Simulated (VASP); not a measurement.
Data:

```xyz
3
Lattice="0.0000 2.6201 2.7410 2.6755 0.0000 2.7410 2.6755 2.6201 0.0000" Properties=species:S:1:pos:R:3 pbc="T T T"
Cd     0.0000     0.0000     0.0000
F      1.3378     1.3101     1.3705
F      4.0992     3.9302     4.1116
```

Computed with PBE GGA, VASP's PBE PAW potentials (set 64) (plane waves; VASP 6.6.1). Run with 520 eV cut-off, 9×9×9 Monkhorst-Pack mesh, Gaussian smearing of 0.050 eV, potentials Cd F.

Task: Estimate the energy per atom (σ→0), pressure, largest force.

Result: 
The energy per atom (σ→0) comes out as -3.598 eV/atom, the pressure is 8.69 GPa and the largest force is 0.464 eV/Å.

The compound is CdF2 in the fluorite structure. The cell was not relaxed at this level, atoms are displaced from their ideal sites. The run is one of a series of settings (KPOINTS 9×9×9 Monkhorst-Pack mesh against the base run), some of them coarse on purpose.
